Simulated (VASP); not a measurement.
SiTe: density of states with PBE

Crystal: SiTe.

```xyz
2
Lattice="0.0000 3.0598 3.0598 3.0598 0.0000 3.0598 3.0598 3.0598 0.0000" Properties=species:S:1:pos:R:3 pbc="T T T"
Si    0.0000    0.0000    0.0000
Te    1.5299    1.5299    1.5299
```

The cell was built by a generator and needn't be a form met in nature.

```
Program                : VASP 6.6.1
Task                   : density of states
Functional             : PBE
Potentials or basis    : VASP PAW PBE potentials, release 64 (Si, Te)
Cutoff                 : 520 eV
k mesh                 : 10 × 10 × 10
Occupations            : fermi-dirac, width 0.1 eV
Spin                   : no spin polarisation
Dipole correction      : no
k mesh for the DOS     : 15 × 15 × 15
Further INCAR settings : ALGO = Normal; EDIFF = 1e-06; NBANDS = 12
```

```
Valence electrons inside the program's atomic spheres : Si 1.60; Te 3.41
```

Levels at points of the mesh, in eV from the Fermi level:
| k point | band 1 | band 2 | band 3 | band 4 | band 5 | band 6 | band 7 | band 8 | band 9 | band 10 |
| --- | --- | --- | --- | --- | --- | --- | --- | --- | --- | --- |
| (0.00, 0.00, 0.00) | -14.01 | -3.51 | -2.92 | -2.92 | -2.92 | 0.31 | 0.31 | 0.31 | 4.43 | 6.07 |

States per cell in windows of 0.5 eV (zero at the Fermi level; states under -8 eV left out):
```
from (eV)  total  Te2_p  Si1_p  Te2_d  Si1_s  Te2_s  Si1_d
     -8.0   0.23   0.03   0.01   0.00   0.06   0.02   0.00
     -7.5   0.15   0.02   0.00   0.00   0.04   0.02   0.00
     -7.0   0.10   0.01   0.00   0.00   0.02   0.01   0.00
     -6.5   0.07   0.01   0.00   0.00   0.02   0.01   0.00
     -6.0   0.31   0.08   0.03   0.00   0.01   0.01   0.00
     -5.5   0.77   0.22   0.08   0.00   0.01   0.01   0.00
     -5.0   1.01   0.31   0.12   0.00   0.01   0.01   0.00
     -4.5   1.07   0.35   0.13   0.01   0.01   0.00   0.00
     -4.0   0.68   0.24   0.08   0.00   0.00   0.00   0.00
     -3.5   0.22   0.09   0.02   0.00   0.00   0.00   0.00
     -3.0   0.01   0.00   0.00   0.00   0.00   0.00   0.00
     -2.5   0.02   0.00   0.00   0.00   0.00   0.00   0.00
     -2.0   0.17   0.03   0.01   0.00   0.03   0.02   0.00
     -1.5   0.33   0.07   0.02   0.00   0.05   0.02   0.00
     -1.0   0.91   0.17   0.06   0.02   0.11   0.04   0.00
     -0.5   0.58   0.10   0.05   0.02   0.06   0.03   0.00
      0.0   0.50   0.06   0.08   0.02   0.02   0.02   0.00
      0.5   0.54   0.06   0.10   0.02   0.01   0.02   0.00
      1.0   1.08   0.12   0.19   0.05   0.02   0.02   0.00
      1.5   0.60   0.08   0.11   0.03   0.01   0.01   0.00
      2.0   0.88   0.12   0.13   0.05   0.01   0.01   0.00
      2.5   0.71   0.11   0.11   0.04   0.01   0.01   0.00
      3.0   0.89   0.13   0.16   0.04   0.01   0.01   0.00
      3.5   0.44   0.08   0.08   0.02   0.01   0.01   0.00
      4.0   0.31   0.05   0.05   0.01   0.00   0.00   0.00
      4.5   0.58   0.05   0.05   0.05   0.01   0.01   0.00
      5.0   0.68   0.05   0.04   0.07   0.01   0.01   0.00
      5.5   0.84   0.07   0.06   0.08   0.01   0.01   0.00
      6.0   0.96   0.08   0.07   0.08   0.01   0.01   0.00
      6.5   0.75   0.06   0.06   0.07   0.01   0.01   0.00
      7.0   0.91   0.08   0.08   0.08   0.01   0.01   0.00
      7.5   0.58   0.04   0.05   0.04   0.01   0.01   0.00
```

Run time: 22 s on 1 thread of Intel(R) Xeon(R) 6975P-C (Granite Rapids), on a shared host, peak memory 0.22 GiB.

 Spin-orbit coupling is left out, which matters for the levels of Te.
